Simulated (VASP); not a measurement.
Input:

```
CELL_PARAMETERS angstrom
      0.00000     2.44080     2.44080
      2.44080     0.00000     2.44080
      2.44080     2.44080     0.00000
ATOMIC_POSITIONS crystal
  Ca 0.00000 0.00000 0.00000
  O  0.50000 0.50000 0.50000
```

These are revPBE GGA, VASP's PBE PAW potentials (set 64) (plane waves; VASP 6.6.1) values and carry that method's errors. Numerical set-up: 520 eV cut-off, 8×8×8 Γ-centred mesh, Gaussian smearing of 0.050 eV, potentials Ca_sv O.

Problem. Estimate the energy per atom (σ→0), band gap (on the k-mesh) with the smallest direct gap where there is one.

Solution. 
```
Quantity                                      Value
-----------------------------------  --------------
band gap (on the k-mesh)                    3.73 eV
smallest direct gap (on the k-mesh)         4.10 eV
energy per atom (σ→0)                -6.092 eV/atom
```

Only differences to runs with the same potentials and settings are physical.

The compound is CaO in the rock salt structure. It was relaxed first. The start is the result of an earlier pass.
